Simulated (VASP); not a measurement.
```
Na
1.0
   -2.08379     2.08379     2.08379
    2.08379    -2.08379     2.08379
    2.08379     2.08379    -2.08379
Na
1
Cartesian
  0.00000   0.00000   0.00000
```

These are rev-vdW-DF2, VASP's PBE PAW potentials (set 64) (plane waves; VASP) values and carry that method's errors. Settings: 520 eV cut-off, Gaussian smearing of 0.050 eV, potentials Na_pv.

Estimate the band gap (along the path) with the smallest direct gap where there is one.

```yaml
band gap (along the path): none (metal, semimetal or under 0.01 eV)
```

Total energies compare only between runs with the same potentials, cut-off and functional.

The compound is Na in the bcc structure. It was relaxed first, which changed the volume by -6 %.
